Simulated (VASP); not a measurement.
Shape and ions are relaxed at each volume.

Energy against volume of PbO2 (rutile). These are AM05 GGA, VASP's PBE PAW potentials (set 64) (plane waves; VASP) values and carry that method's errors.

```tsv
V (Å³/atom)	E (eV/atom)
13.409	-5.43697
13.837	-5.45508
14.265	-5.46124
14.692	-5.45769
15.120	-5.44641
```

**Question.** Fit a third-order Birch-Murnaghan equation of state.

**Answer.** 
```json
{
  "volume_per_atom": "14.31 Å³/atom",
  "bulk_modulus": "1180 kbar",
  "pressure_derivative_of_the_bulk_modulus": "6.26"
}
```

The compound is PbO2 in the rutile structure. It was relaxed first.
